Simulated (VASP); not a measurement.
SiC (wurtzite): the lattice constant c from VASP (plane waves, PAW) at several levels of theory. Static lattice.  The measured value holds thermal and zero-point effects that the static calculation lacks.

```csv
level,lattice constant c (Å),error against measurement
LDA,5.019,-0.6 %
PBE,5.074,+0.5 %
PBEsol,5.052,+0.1 %
SCAN,5.044,-0.1 %
r2SCAN,5.048,-0.0 %
```

Measured: 5.048 Å (as given by Beate Paulus et al., Journal of Physics Condensed Matter (1997), arXiv:cond-mat/9701136).

The cell of the LDA run:

```
CELL_PARAMETERS angstrom
      1.52928    -2.64879     0.00000
      1.52928     2.64879     0.00000
      0.00000     0.00000     5.01930
ATOMIC_POSITIONS crystal
  Si 0.66667 0.33333 0.49958
  Si 0.33333 0.66667 0.99958
  C  0.66667 0.33333 0.87542
  C  0.33333 0.66667 0.37542
```

Only levels that ran to the end are used. Left out are those held back, those with too coarse a band path, GW runs whose mesh misses a band edge, hybrids' fits of cells that aren't cubic and levels without matching references; a question may draw on a part of the rest.

The compound is SiC in the wurtzite structure, the rare 2H polytype.
